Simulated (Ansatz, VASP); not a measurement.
# B2O3 in two plane-wave programs, part 2 of 3

Aim: how closely do two programs agree when they are given the same cell, functional and k mesh? Of the first pair: The structure shown is frame 133 of Ansatz's trajectory.

VASP 6.6.1 and Ansatz 0.2.0.

So far: Set-up; Ansatz: dynamics, r2SCAN.

## 3. VASP: single point, r2SCAN, pair 1

Level of this step: r2SCAN; plane waves and PAW (B, O) (VASP).

The same cell, functional and mesh now go to VASP, with its own data sets.

Lines of VASP's logs that name or quote its potential files are left out, and so is its time.

Contents of INCAR:

```
SYSTEM = B2O3
PREC = Accurate
ENCUT = 580
EDIFF = 1E-06
NELM = 120
ISMEAR = 0
SIGMA = 0.01
LREAL = Auto
ALGO = Normal
METAGGA = R2SCAN
LASPH = .TRUE.
NBANDS = 208
LORBIT = 11
LWAVE = .FALSE.
LCHARG = .FALSE.
ISIF = 2
GGA_COMPAT = .FALSE.
EFERMI = MIDGAP
LMIXTAU = .TRUE.
NCORE = 2
```

Contents of POSCAR:

```
B2O3
1.0
    9.1489200000      0.0000000000      0.0000000000
    0.0000000000      9.1489200000      0.0000000000
    0.0000000000      0.0000000000      9.1489200000
B O
26 39
Direct
    0.7565483139      0.1258290596      0.0246039970
    0.5867468510      0.6718825829      0.5319534983
    0.6151873664      0.0017247937      0.2430232202
    0.6303366955      0.9554788981      0.5141918390
    0.2273383088      0.4415275246      0.0411196076
    0.3606436607      0.7601990180      0.6625481478
    0.9462996725      0.5743738059      0.3752464772
    0.9444612042      0.3477022425      0.0503228796
    0.3418764182      0.6756535198      0.9342195582
    0.8510840624      0.3041123980      0.4145516629
    0.2449032235      0.0577991719      0.0279136772
    0.5646458817      0.7469406225      0.1034001828
    0.9260109390      0.8185337723      0.2664686105
    0.3853023089      0.3772029923      0.2639874433
    0.0075724785      0.9163158056      0.0079025721
    0.9673819423      0.8930452993      0.7186203399
    0.7385899101      0.5399981637      0.0274655369
    0.6050113019      0.4225853981      0.4322805315
    0.9337604876      0.0238826004      0.4745259550
    0.2911163285      0.0164150523      0.5470044552
    0.2248243509      0.1611119127      0.7716976430
    0.6439448591      0.1127236876      0.7684622884
    0.7105756745      0.3729620545      0.8069695658
    0.0344849447      0.6223576116      0.6293201821
    0.9994950224      0.3570148170      0.7466236452
    0.2856839933      0.1372511728      0.2963956401
    0.9089816066      0.9065004394      0.3859471938
    0.9336730456      0.8803334164      0.1297530200
    0.3288803487      0.7350812992      0.8025100230
    0.9093882119      0.4331658819      0.3793890426
    0.6789544558      0.6534869690      0.0996489203
    0.3023854182      0.2845800379      0.3399199031
    0.1005583173      0.3651687849      0.0569247518
    0.6946612278      0.3022761157      0.4306519239
    0.1450881634      0.9515440074      0.0367693673
    0.2496578831      0.0317195909      0.4033481548
    0.6151545756      0.2633097677      0.7714353170
    0.9649554264      0.7427543360      0.7028698469
    0.3159826515      0.8771089921      0.5895012745
    0.8707257250      0.4731706037      0.0611875500
    0.6082357262      0.0347560149      0.3903083643
    0.2843832933      0.1087887969      0.8967178640
    0.3523257390      0.4150763150      0.1221783555
    0.9860617428      0.0009159551      0.6190129545
    0.5615526204      0.8738736375      0.1847977685
    0.6699807190      0.4834887615      0.9049155529
    0.8978677265      0.6737516559      0.2661297727
    0.6580120932      0.5431132855      0.5149350962
    0.0255549289      0.6415511339      0.4833903892
    0.9290604793      0.1752228678      0.4367837952
    0.4344447213      0.7134175400      0.0365616925
    0.8566912816      0.3457675879      0.7715227590
    0.3150098591      0.1167569505      0.1524114322
    0.6958963462      0.0590452206      0.9057243915
    0.2381811186      0.5594430818      0.9443103667
    0.4580977864      0.6622311705      0.6014480398
    0.0611001080      0.4897736563      0.6936009933
    0.8744966619      0.2191078291      0.0200023609
    0.9458821369      0.9275302440      0.8677636267
    0.2941112175      0.1332179099      0.6337687946
    0.0961315653      0.2476248563      0.7825295226
    0.5067264770      0.4372428658      0.3221035926
    0.6567879050      0.8120630632      0.5168588205
    0.6865728414      0.0926885359      0.1549581809
    0.6157557395      0.0334684312      0.6471692834
```

Contents of KPOINTS:

```
Automatic mesh
0
Gamma
1 1 1
0 0 0
```

Potentials, in the order of the species: B and O (PBE family, release 64).

On the command line:

```console
> mpirun -np 8 vasp_gam
```

Numbers of over 12 decimals in the logs are rounded to 6 here.

The program printed:

```text
[banner, memory and clock lines left out]
running    8 mpi-ranks, on    1 nodes
[...]
|                                                                             |
|               ----> ADVICE to this user running VASP <----                  |
|                                                                             |
|     You enforced a specific xc type in the INCAR file but a different       |
|     [... a line on the potential file left out ...]
|     I HOPE YOU KNOW WHAT YOU ARE DOING!                                     |
|                                                                             |

 LDA part: xc-table for (None), standard interpolation
 POSCAR, INCAR and KPOINTS ok, starting setup
[...]
entering main loop
       N       E                     dE             d eps       ncg     rms          rms(c)
DAV:   1     0.284431461232E+04    0.28443E+04   -0.20321E+05   424   0.164E+03
DAV:   2    -0.473866038079E+03   -0.33182E+04   -0.31740E+04   504   0.400E+02
DAV:   3    -0.724090137826E+03   -0.25022E+03   -0.24804E+03   488   0.114E+02
DAV:   4    -0.728497495472E+03   -0.44074E+01   -0.43909E+01   488   0.162E+01
[...]
DAV:  23    -0.578851825665E+03   -0.11945E-04   -0.80703E-06   432   0.100E-02    0.615E-04
DAV:  24    -0.578851827462E+03   -0.17978E-05   -0.13233E-06   280   0.440E-03    0.545E-04
DAV:  25    -0.578851828103E+03   -0.64043E-06   -0.33449E-07   312   0.189E-03
   1 F= -.57885183E+03 E0= -.57885183E+03  d E =0.000000E+00
```

From OUTCAR (step 3):

```text
  Total      -10.6914513    -25.5056413    -13.3739825      3.0360829     -3.0348314     -4.2984959
  in kB      -22.3685460    -53.3626440    -27.9809106      6.3520618     -6.3494435     -8.9932695
  external PRESSURE =     -34.5707002 kB  Pullay stress =       0.0000000 kB

 POSITION                                       TOTAL-FORCE (eV/Angst)
 -----------------------------------------------------------------------------------
      6.92160      1.15120      0.22510        -1.093528     -0.399768      0.683269
      5.36810      6.14700      4.86680         0.756907      2.093908      1.293376
      5.62830      0.01578      2.22340         0.396807     -1.518586     -0.376550
      5.76690      8.74160      4.70430        -1.207728      1.063530      1.136497
      2.07990      4.03950      0.37620         0.429115      1.495838     -0.037526
      3.29950      6.95500      6.06160         1.582190     -0.380000      0.604754
      8.65762      5.25490      3.43310        -0.406477      2.048294     -0.101803
      8.64080      3.18110      0.46040         1.785683      0.546960     -0.504334
      3.12780      6.18150      8.54710        -1.814245     -3.098281     -0.407325
      7.78650      2.78230      3.79270        -2.330358     -1.518902      0.894281
      2.24060      0.52880      0.25538         0.585983      0.487533      1.425460
      5.16590      6.83370      0.94600        -1.173142      0.715283      0.160391
      8.47200      7.48870      2.43790        -1.022259      0.855012     -1.132869
      3.52510      3.45100      2.41520        -0.138130      0.527294     -1.764828
[...]
-----------------------------------------------------------------------------------
    total drift:                                0.006259      0.003721      0.019374

  FREE ENERGIE OF THE ION-ELECTRON SYSTEM (eV)
  ---------------------------------------------------
  free  energy   TOTEN  =      -578.8518281028 eV

  energy  without entropy=     -578.8518281028  energy(sigma->0) =     -578.85182810

[... 2 further parts left out ...]
```

The run ends at a pressure of -3.46 GPa, with forces up to 3.6 eV/Å.

## 4. Side by side

Known differences besides the potentials themselves: VASP keeps PBE cores, Ansatz makes them for the functional; fixed occupations in Ansatz, narrow Gaussian smearing in VASP; the cutoff is 500 eV in Ansatz and 580 eV in VASP (PREC = Accurate, projectors in real space). Total energies have different zeros and are not compared.

Forces on 10 of the 65 atoms, those with the largest forces and the largest differences (eV/Å; atoms numbered as in POSCAR):

| atom | Ansatz x, y, z | VASP x, y, z |
| --- | --- | --- |
| B7 | -0.388, 2.120, -0.043 | -0.406, 2.048, -0.102 |
| B9 | -1.826, -3.167, -0.419 | -1.814, -3.098, -0.407 |
| B10 | -2.411, -1.520, 0.923 | -2.330, -1.519, 0.894 |
| B16 | -0.013, -1.824, 2.393 | -0.036, -1.784, 2.409 |
| B17 | 0.390, -1.268, -1.378 | 0.403, -1.171, -1.277 |
| B22 | 0.603, 0.762, 1.244 | 0.546, 0.693, 1.192 |
| B24 | -2.968, 0.187, 1.217 | -2.914, 0.189, 1.247 |
| O47 | 1.426, -1.901, 1.744 | 1.417, -1.903, 1.729 |
| O60 | -1.122, 1.244, 2.757 | -1.111, 1.243, 2.751 |
| O63 | -0.621, -2.856, -0.223 | -0.627, -2.854, -0.222 |

The forces differ by 26 meV/Å r.m.s., which is 2.4 % of the r.m.s. force of 1.095 eV/Å (both taken over all components).

## 5. Ansatz: dynamics, r2SCAN

One frame of this run of dynamics is then solved in both programs, so the motion causes no difference.

The structure compared here is frame 267 of Ansatz's trajectory.

Contents of input.yaml:

```yaml
crystal:
  lattice:
    - [9.14892, 0.0, 0.0]
    - [0.0, 9.14892, 0.0]
    - [0.0, 0.0, 9.14892]
  atoms:
    - { symbol: B, position: [0.72575, 0.14136, 0.03498] }
    - { symbol: B, position: [0.61017, 0.64752, 0.58818] }
    - { symbol: B, position: [0.63232, 0.96921, 0.26356] }
    - { symbol: B, position: [0.62932, 0.9393, 0.55709] }
    - { symbol: B, position: [0.16337, 0.50745, 0.12177] }
    - { symbol: B, position: [0.33969, 0.72712, 0.65511] }
    - { symbol: B, position: [0.07325, 0.55224, 0.44061] }
    - { symbol: B, position: [0.90446, 0.37931, 0.06938] }
    - { symbol: B, position: [0.27954, 0.71042, 0.94733] }
    - { symbol: B, position: [0.91892, 0.30736, 0.406] }
    - { symbol: B, position: [0.25165, 0.02155, 0.98401] }
    - { symbol: B, position: [0.54375, 0.77025, 0.0713] }
    - { symbol: B, position: [0.97296, 0.78714, 0.3016] }
    - { symbol: B, position: [0.41367, 0.41027, 0.25687] }
    - { symbol: B, position: [0.9855, 0.89366, 0.03297] }
    - { symbol: B, position: [0.90818, 0.89137, 0.76529] }
    - { symbol: B, position: [0.7235, 0.58288, 0.93319] }
    - { symbol: B, position: [0.67227, 0.46165, 0.36936] }
    - { symbol: B, position: [0.94512, 0.01642, 0.50189] }
    - { symbol: B, position: [0.27972, 0.97928, 0.50336] }
    - { symbol: B, position: [0.1901, 0.14007, 0.7281] }
    - { symbol: B, position: [0.59, 0.15121, 0.7631] }
    - { symbol: B, position: [0.70492, 0.39166, 0.70599] }
    - { symbol: B, position: [0.04397, 0.62619, 0.7118] }
    - { symbol: B, position: [0.97822, 0.3506, 0.73841] }
    - { symbol: B, position: [0.34564, 0.12069, 0.24973] }
    - { symbol: O, position: [0.96575, 0.89567, 0.40839] }
    - { symbol: O, position: [0.93588, 0.82827, 0.16008] }
    - { symbol: O, position: [0.2757, 0.72702, 0.79646] }
    - { symbol: O, position: [0.03239, 0.40606, 0.43856] }
    - { symbol: O, position: [0.64341, 0.69641, 0.98659] }
    - { symbol: O, position: [0.40549, 0.25905, 0.28308] }
    - { symbol: O, position: [0.04988, 0.40272, 0.10912] }
    - { symbol: O, position: [0.7885, 0.36371, 0.34601] }
    - { symbol: O, position: [0.13439, 0.92606, 0.01021] }
    - { symbol: O, position: [0.31692, 0.01587, 0.35831] }
    - { symbol: O, position: [0.58467, 0.30022, 0.7135] }
    - { symbol: O, position: [0.9636, 0.75091, 0.74301] }
    - { symbol: O, position: [0.31849, 0.84625, 0.56386] }
    - { symbol: O, position: [0.81414, 0.49635, 0.03051] }
    - { symbol: O, position: [0.6459, 0.98211, 0.4144] }
    - { symbol: O, position: [0.27052, 0.07708, 0.83992] }
    - { symbol: O, position: [0.28541, 0.47693, 0.2147] }
    - { symbol: O, position: [0.9159, 0.99367, 0.65061] }
    - { symbol: O, position: [0.58444, 0.83826, 0.20183] }
    - { symbol: O, position: [0.69433, 0.51896, 0.79554] }
    - { symbol: O, position: [0.01755, 0.64528, 0.33368] }
    - { symbol: O, position: [0.67518, 0.53807, 0.50523] }
    - { symbol: O, position: [0.11452, 0.61059, 0.57458] }
    - { symbol: O, position: [0.9278, 0.15565, 0.44032] }
    - { symbol: O, position: [0.39824, 0.76724, 0.02775] }
    - { symbol: O, position: [0.84248, 0.33226, 0.67031] }
    - { symbol: O, position: [0.32221, 0.08618, 0.10154] }
    - { symbol: O, position: [0.63915, 0.11762, 0.90803] }
    - { symbol: O, position: [0.1833, 0.61435, 0.01371] }
    - { symbol: O, position: [0.46319, 0.64015, 0.63343] }
    - { symbol: O, position: [0.01947, 0.49376, 0.78287] }
    - { symbol: O, position: [0.8413, 0.23529, 0.03965] }
    - { symbol: O, position: [0.89388, 0.92605, 0.91266] }
    - { symbol: O, position: [0.20613, 0.08256, 0.58653] }
    - { symbol: O, position: [0.08031, 0.23899, 0.75867] }
    - { symbol: O, position: [0.55092, 0.47718, 0.27749] }
    - { symbol: O, position: [0.66804, 0.79282, 0.59117] }
    - { symbol: O, position: [0.67939, 0.0754, 0.16306] }
    - { symbol: O, position: [0.57779, 0.041, 0.66074] }
kpoints:
  mp_grid: { grid: [1, 1, 1] }
hamiltonian:
  xc: r2scan
scf:
  occupations: { method: fixed }
output:
  forces: true
md:
  timestep: 1.0
  n_steps: 400
  ensemble: nve
  temperature: 400
  initial_velocities: maxwell_boltzmann
  seed: 3606
```

On the command line:

```console
> ansatz run input.yaml --threads 4 --pin off --max-ram 8192MiB --backend cpu --events-out ev --progress --plain --runs-dir out
```

The program printed:

```text
[...]
Crystal: 65 atoms, lattice volume = 765.790 Å³
Basis set: ecut = 500 eV, 19549 PW (Γ), exchange–correlation on 288×288×288 points (64 copies of the dense FFT grid, shifted against one another)
Bands: 221, of which v1, the nominal top of the filled ones, is band 156 counted from 1 (155 counted from 0)
Symmetry: 1 space group operations
k-points: 1
[...]
atom   8  B     -0.27773318    -2.82061516    -0.49511533
[...]
atom  62  O      1.08487689     1.28847560    -0.41204218
  atom  63  O     -1.02638512     0.70467514    -0.17218865
  atom  64  O     -0.75633029    -0.73706650     1.40348858
  atom  65  O     -0.35731252     0.34553873     0.36797228
  max |Σ_I F_I| component: 9.19e-5 eV/Å
--- MD trajectory: 400 steps, t = 0.0 → 400.0 fs ---
[...]
conserved energy: peak-to-peak 1.270e-2 eV (1.954e-4 eV/atom) over 400.0 fs
[key lines of the parts left out:]
SCF converged after 2 iterations
Free energy (F): -26297.627277 eV
Fermi energy:    0.813932 eV
```

## 6. VASP: single point, r2SCAN, pair 2

The same cell, functional and mesh now go to VASP, with its own data sets.

INCAR is that of step 3.

Contents of POSCAR:

```
B2O3
1.0
    9.1489200000      0.0000000000      0.0000000000
    0.0000000000      9.1489200000      0.0000000000
    0.0000000000      0.0000000000      9.1489200000
B O
26 39
Direct
    0.7374422336      0.1296655780      0.0301565649
    0.5854461510      0.6594002352      0.5662635590
    0.6346432147      0.9607800702      0.2471548554
    0.6120066631      0.9400344522      0.5209795255
    0.1766984518      0.4501733538      0.1269985966
    0.3611464523      0.7520013291      0.7159533584
    0.9684006418      0.5819921914      0.3687429773
    0.9243823315      0.3550036507      0.0587173131
    0.3054786795      0.6493444035      0.9753610262
    0.8630745487      0.3048665853      0.3879364996
    0.2430450807      0.0951259821      0.0404725366
    0.5465453846      0.7123354451      0.1045806500
    0.9664747314      0.8116149229      0.2064287369
    0.3584904011      0.3890185945      0.3403243224
    0.0042606122      0.9403077085      0.9779864727
    0.9968717619      0.9036695042      0.7008149596
    0.7247412809      0.5189683591      0.9780498682
    0.6186085352      0.4258207526      0.4442928783
    0.9553695955      0.0190295685      0.4173170167
    0.2673211701      0.9931773368      0.5748438067
    0.2090957184      0.1830161374      0.7852839461
    0.6565583697      0.1162322985      0.7386336311
    0.7542311005      0.3642725043      0.7457710855
    0.0297630759      0.6538913883      0.6166192294
    0.0370622981      0.3922976701      0.6974375118
    0.2804265421      0.1338627947      0.3337771016
    0.9801921975      0.9272460575      0.3015109980
    0.9170153417      0.8588882622      0.0657236045
    0.2963409889      0.7164670803      0.8455096339
    0.9483873506      0.4334500684      0.3761755486
    0.6636630335      0.6290469258      0.0478832474
    0.3134031121      0.2598558081      0.4016648960
    0.0652754642      0.3500631769      0.1170083463
    0.7127289341      0.3263336000      0.3799574157
    0.1378632669      0.9952540846      0.0275442347
    0.2643809324      0.0141328157      0.4224760955
    0.6845288843      0.2518002125      0.6805830634
    0.9950245493      0.7483943460      0.7221945323
    0.3027351862      0.8541226724      0.6163022521
    0.8592052395      0.4798052666      0.0341242464
    0.6341841441      0.0185901724      0.3951723264
    0.2952261032      0.1582044657      0.9079978839
    0.2815523581      0.4562396436      0.2337215759
    0.9775907976      0.9658517071      0.5589402902
    0.6013605978      0.8167849320      0.1959247649
    0.6795774802      0.4525780092      0.8458047507
    0.9907748674      0.6663081544      0.2494174176
    0.6621546587      0.5315709395      0.5431460763
    0.9672092444      0.6668546670      0.4929871504
    0.9189390660      0.1647188958      0.3942432549
    0.4007030338      0.7060833410      0.0757247850
    0.8901706431      0.3908985979      0.6974156512
    0.2960458721      0.1125815943      0.1843277676
    0.6914258732      0.1092041465      0.8847055172
    0.1947442977      0.5572023802      0.0191060803
    0.4712906004      0.6696965325      0.6681662972
    0.0898794612      0.5185639398      0.6400646196
    0.8544396497      0.2197855047      0.0520061384
    0.9740166052      0.9802905698      0.8297482107
    0.2286062180      0.1021432038      0.6621327982
    0.1195769555      0.2990954124      0.7756434639
    0.4824285271      0.4454514850      0.3924725541
    0.6262159905      0.7907162813      0.5044420544
    0.6561976714      0.0594605702      0.1442902550
    0.6071536312      0.9954967362      0.6599139571
```

KPOINTS is that of step 3.

On the command line:

```console
> mpirun -np 8 vasp_gam
```

The program printed:

```text
[banner, memory and clock lines left out]
running    8 mpi-ranks, on    1 nodes
[...]
[... a notice as in an earlier step ...]

 LDA part: xc-table for (None), standard interpolation
 POSCAR, INCAR and KPOINTS ok, starting setup
[...]
entering main loop
       N       E                     dE             d eps       ncg     rms          rms(c)
DAV:   1     0.285920935584E+04    0.28592E+04   -0.20288E+05   424   0.163E+03
DAV:   2    -0.474954570340E+03   -0.33342E+04   -0.32014E+04   504   0.401E+02
DAV:   3    -0.723997062038E+03   -0.24904E+03   -0.24684E+03   488   0.114E+02
DAV:   4    -0.728375784633E+03   -0.43787E+01   -0.43588E+01   496   0.161E+01
[...]
DAV:  22    -0.579274019087E+03   -0.84741E-04   -0.15670E-05   432   0.152E-02    0.141E-03
DAV:  23    -0.579274045994E+03   -0.26907E-04   -0.79850E-06   448   0.103E-02    0.572E-04
DAV:  24    -0.579274045133E+03    0.86110E-06   -0.12307E-06   288   0.430E-03
   1 F= -.57927405E+03 E0= -.57927405E+03  d E =0.000000E+00
```

From OUTCAR (step 6):

```text
  Total       -4.3952503    -26.7671441    -23.8225543     -0.1865199      1.2836259      2.2978731
  in kB       -9.1956981    -56.0019475    -49.8413064     -0.3902351      2.6855891      4.8075868
  external PRESSURE =     -38.3463173 kB  Pullay stress =       0.0000000 kB

 POSITION                                       TOTAL-FORCE (eV/Angst)
 -----------------------------------------------------------------------------------
      6.74680      1.18630      0.27590        -1.684194     -0.650713     -0.739833
      5.35620      6.03280      5.18070        -0.789678      1.849725      1.270976
      5.80630      8.79010      2.26120        -1.272638     -1.446567      0.546857
      5.59920      8.60030      4.76640         1.153067     -1.061506     -0.406172
      1.61660      4.11860      1.16190         0.372011      1.152384     -0.871458
      3.30410      6.88000      6.55020        -1.011204      0.423656     -0.575483
      8.85982      5.32460      3.37360        -0.522580      0.149005      1.381284
      8.45710      3.24790      0.53720         1.169956     -2.000500      1.033315
      2.79480      5.94080      8.92350        -1.061529      0.163710      1.180166
      7.89620      2.78920      3.54920        -0.106627      0.558028     -0.053567
      2.22360      0.87030      0.37028         0.806847      0.436390      0.552406
      5.00030      6.51710      0.95680         1.321922      0.790603     -0.186162
      8.84220      7.42540      1.88860        -0.326958      0.434208      0.952976
      3.27980      3.55910      3.11360        -0.741607     -1.050224     -0.154371
[...]
-----------------------------------------------------------------------------------
    total drift:                                0.006857      0.008859      0.017380

  FREE ENERGIE OF THE ION-ELECTRON SYSTEM (eV)
  ---------------------------------------------------
  free  energy   TOTEN  =      -579.2740451330 eV

  energy  without entropy=     -579.2740451330  energy(sigma->0) =     -579.27404513

[... 2 parts as in an earlier step ...]
```

The run ends at a pressure of -3.83 GPa, with forces up to 4.5 eV/Å.

(Continued in part 3 of 3.)

[Lines on the potential files, build, host, timing and source positions are cut from VASP's logs without a mark.]

[Logs are printed without paths, hosts, clocks, repeated set-up lines and the standing remarks that a program may print on its own settings, such as how far it seeks lower states.]

[Hosts, paths, dates, database ids (printed as entryN), source tags and the programs' standing remarks are cut or masked in the printed files.]
